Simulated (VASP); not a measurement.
All values below come from HSE06 screened hybrid, VASP's PBE PAW potentials (set 64) (plane waves; VASP 6.6.1).

The input files of a VASP run:

KPOINTS:
```
Regular mesh
0
G
  1 1 1
0 0 0
```

**POSCAR**
```
Mg32NO31
1
    8.4869590160     0.0000000000     0.0000000000
    0.0000000000     8.4869590160     0.0000000000
    0.0000000000     0.0000000000     8.4869590160
Mg O N
32 31 1
Direct
  0.5001794496   0.0002290034   0.9993486859
  0.7498840792   0.2503083687   0.9993750602
  0.7504446870   0.0008358178   0.2498935835
  0.0002951038   0.0002098404   0.9998388544
  0.2497401000   0.2495995158   0.9999362633
  0.5033373125   0.4974935459   0.9978288063
  0.7510048119   0.7508015904   0.9996700261
  0.2495691827   0.9999896499   0.2502538989
  0.4964963982   0.2479731050   0.2474254312
  0.7528188109   0.5038108077   0.2469175573
  0.4998339014   0.0006317911   0.5009110389
  0.7489149789   0.2512755071   0.4993913108
  0.7503515154   0.0006295708   0.7497924873
  0.0004168901   0.5002123401   0.9993242185
  0.2510606928   0.7494077178   0.0010787049
  0.9993374161   0.2497342079   0.2500542766
  0.2472084506   0.4966297969   0.2532793599
  0.5033593408   0.7527779970   0.2527902259
  0.9997725454   0.0005197747   0.5002291105
  0.2489907791   0.2499653911   0.5005994394
  0.4966929353   0.5031288771   0.5023185708
  0.7500083549   0.7510884555   0.5001167552
  0.2497241680   0.0000025416   0.7503494794
  0.4996414062   0.2498117712   0.7498997720
  0.7503812681   0.5004105228   0.7497107886
  0.0005347184   0.7509054826   0.2501970709
  0.9994482962   0.5004586741   0.5009682126
  0.2499267456   0.7501726023   0.5008326629
  0.9995630647   0.2500493878   0.7499932772
  0.2495475214   0.5001170159   0.7506417687
  0.5001895727   0.7509022416   0.7504742533
  0.0003360474   0.7504760042   0.7502591371
  0.7491298646   0.2513774546   0.2495074226
  0.0000036884   0.5003684137   0.2502293105
  0.9987217721   0.2504147539   0.5002035375
  0.2467312978   0.2471476515   0.2502121839
  0.7532108688   0.7534490132   0.2498255290
  0.9999491818   0.0003326034   0.2500673391
  0.4991638395   0.2505747298   0.4998577842
  0.7491890861   0.5011259079   0.4994019023
  0.0000562117   0.7505702281   0.5003331799
  0.7497757217   0.2503995961   0.7492934534
  0.9999084707   0.5001815744   0.7500426813
  0.9999279387   0.2500918035   0.9998227971
  0.2509273064   0.7492989135   0.2508015346
  0.5000226997   0.0003286807   0.2500834805
  0.2469375322   0.4999420218   0.5033791235
  0.4999555721   0.7533013141   0.5031682130
  0.7500112877   0.0011149270   0.4998784981
  0.2494732241   0.2499077262   0.7503078263
  0.4999530017   0.5002501835   0.7502480139
  0.7504081763   0.7506867744   0.7501026860
  0.0000075088   0.0003430900   0.7500141596
  0.4998274811   0.2473781645   0.9971740518
  0.7533219440   0.5004322499   0.9968459421
  0.0010041879   0.7503473227   0.0001739757
  0.2495289583   0.0002312902   0.5003625807
  0.2500827852   0.7501742273   0.7508439823
  0.5000261688   0.0004259271   0.7501323507
  0.2504274488   0.4996003985   0.0008017795
  0.5008763277   0.7502149316   0.0002985761
  0.7503773062   0.0007063140   0.9998334605
  0.2500886826   0.9994911767   0.0003036443
  0.4999359131   0.5002527198   0.2499689119
```

### INCAR
```
AEXX=0.25
ALGO=Normal
EDIFF=1E-5
ENCUT=400
GGA=PE
HFSCREEN=0.2
ISIF=0
ISMEAR=0
ISPIN=2
ISYM=0
LASPH=.True.
LCHARG=.False.
LHFCALC=.True.
LORBIT=10
LREAL=Auto
LWAVE=.False.
MAGMOM=64*0.0156
NELM=50
NELMIN=4
NUPDOWN=1
PREC=Normal
PRECFOCK=Fast
SIGMA=0.05
SYSTEM=Mg32NO31
```

POTCAR, in this order: Mg O N (PBE.64 set). Program: vasp_gam. Read from the step before: WAVECAR.

Output of the run:

File OSZICAR:
```
       N       E                     dE             d eps       ncg     rms          rms(c)
DAV:   1    -0.453332052693E+03   -0.45333E+03   -0.80856E+00   640   0.795E+00    0.180E+00
DAV:   2    -0.453411687338E+03   -0.79635E-01   -0.21751E-01   704   0.115E+00    0.112E+00
DAV:   3    -0.453392052092E+03    0.19635E-01   -0.40451E-02   720   0.493E-01    0.729E-01
DAV:   4    -0.453386922880E+03    0.51292E-02   -0.58628E-03   728   0.212E-01    0.467E-01
DAV:   5    -0.453384700456E+03    0.22224E-02   -0.14593E-03   720   0.133E-01    0.266E-01
DAV:   6    -0.453383988956E+03    0.71150E-03   -0.46352E-04   704   0.698E-02    0.152E-01
DAV:   7    -0.453383733052E+03    0.25590E-03   -0.10643E-04   728   0.410E-02    0.898E-02
DAV:   8    -0.453383646589E+03    0.86463E-04   -0.60472E-05   664   0.288E-02    0.541E-02
DAV:   9    -0.453383617981E+03    0.28609E-04   -0.19789E-05   528   0.185E-02    0.330E-02
DAV:  10    -0.453383607762E+03    0.10218E-04   -0.96180E-06   440   0.128E-02    0.199E-02
DAV:  11    -0.453383604269E+03    0.34931E-05   -0.37220E-06   416   0.695E-03
   1 F= -.45338360E+03 E0= -.45338360E+03  d E =-.147689E-11  mag=     1.0000
```

OUTCAR:
```
------------------------ aborting loop because EDIFF is reached ----------------------------------------
  volume of cell :      611.30
      direct lattice vectors                 reciprocal lattice vectors
     8.486959016  0.000000000  0.000000000     0.117827834  0.000000000  0.000000000
     0.000000000  8.486959016  0.000000000     0.000000000  0.117827834  0.000000000
     0.000000000  0.000000000  8.486959016     0.000000000  0.000000000  0.117827834
  FREE ENERGIE OF THE ION-ELECTRON SYSTEM (eV)
  ---------------------------------------------------
  free  energy   TOTEN  =      -453.3836042690 eV

  energy  without entropy=     -453.3836042690  energy(sigma->0) =     -453.38360427

  exchange ACFDT corr.  =         0.00000000  see jH, gK, PRB 81, 115126

 total charge

# of ion       s       p       d       tot
------------------------------------------
    1        0.140   0.172   0.074   0.387
    2        0.139   0.171   0.073   0.384
    3        0.140   0.172   0.074   0.386
    4        0.140   0.171   0.073   0.384
    5        0.140   0.171   0.073   0.384
    6        0.143   0.175   0.074   0.392
    7        0.139   0.171   0.073   0.384
    8        0.140   0.172   0.074   0.386
    9        0.143   0.174   0.074   0.391
   10        0.143   0.174   0.074   0.391
   11        0.140   0.172   0.074   0.386
   12        0.139   0.171   0.073   0.383
   13        0.140   0.171   0.073   0.384
   14        0.140   0.172   0.074   0.387
   15        0.139   0.170   0.073   0.382
   16        0.140   0.172   0.074   0.386
   17        0.143   0.174   0.074   0.391
   18        0.143   0.174   0.074   0.391
   19        0.140   0.171   0.073   0.384
   20        0.139   0.171   0.073   0.383
   21        0.143   0.175   0.074   0.392
   22        0.139   0.171   0.073   0.383
   23        0.140   0.171   0.073   0.384
   24        0.140   0.172   0.074   0.387
   25        0.140   0.172   0.074   0.386
   26        0.140   0.172   0.074   0.386
   27        0.140   0.172   0.074   0.386
   28        0.139   0.171   0.073   0.383
   29        0.140   0.171   0.073   0.385
   30        0.140   0.172   0.074   0.386
   31        0.140   0.172   0.074   0.386
   32        0.140   0.171   0.073   0.384
   33        1.571   3.578   0.000   5.149
   34        1.570   3.591   0.000   5.161
   35        1.570   3.588   0.000   5.158
   36        1.570   3.594   0.000   5.164
   37        1.570   3.593   0.000   5.164
   38        1.570   3.589   0.000   5.160
   39        1.571   3.579   0.000   5.150
   40        1.571   3.578   0.000   5.149
   41        1.570   3.588   0.000   5.158
   42        1.570   3.589   0.000   5.159
   43        1.570   3.590   0.000   5.160
   44        1.570   3.588   0.000   5.158
   45        1.571   3.577   0.000   5.148
   46        1.570   3.591   0.000   5.160
   47        1.570   3.593   0.000   5.163
   48        1.570   3.593   0.000   5.163
   49        1.570   3.588   0.000   5.158
   50        1.570   3.589   0.000   5.159
   51        1.570   3.591   0.000   5.161
   52        1.570   3.588   0.000   5.158
   53        1.570   3.590   0.000   5.160
   54        1.570   3.593   0.000   5.163
   55        1.570   3.593   0.000   5.164
   56        1.570   3.588   0.000   5.158
   57        1.570   3.588   0.000   5.158
   58        1.570   3.588   0.000   5.158
   59        1.570   3.590   0.000   5.160
   60        1.571   3.578   0.000   5.149
   61        1.571   3.579   0.000   5.150
   62        1.570   3.589   0.000   5.159
   63        1.570   3.588   0.000   5.158
   64        1.270   2.388   0.000   3.657
--------------------------------------------------
tot         54.442 119.117   2.354 175.913

 magnetization (x)

# of ion       s       p       d       tot
------------------------------------------
    1       -0.000   0.000   0.000   0.000
    2       -0.000  -0.000  -0.000  -0.000
    3       -0.000  -0.000   0.000   0.000
    4       -0.000  -0.000  -0.000  -0.000
    5       -0.000  -0.000  -0.000  -0.000
    6       -0.000   0.002   0.001   0.003
    7       -0.000  -0.000  -0.000  -0.000
    8       -0.000  -0.000   0.000   0.000
    9        0.000   0.002   0.002   0.004
   10        0.000   0.003   0.002   0.005
   11       -0.000   0.000   0.000   0.000
   12       -0.000  -0.000  -0.000  -0.000
   13       -0.000  -0.000  -0.000  -0.000
   14       -0.000   0.000   0.000   0.000
   15       -0.000  -0.000  -0.000  -0.000
   16       -0.000   0.000   0.000   0.000
   17        0.000   0.003   0.002   0.005
   18        0.000   0.002   0.002   0.004
   19       -0.000  -0.000  -0.000  -0.000
   20       -0.000  -0.000  -0.000  -0.000
   21       -0.000   0.002   0.001   0.003
...
```
(Selected blocks of OUTCAR.)

The supercell is sampled at Γ alone, which is coarse: total energies, pressure and levels can be off, energies of defects by several tenths of an eV.

The cell is a supercell with a defect, built from MgO (rock salt): N_O. The cell's shape comes from a PBE relaxation.
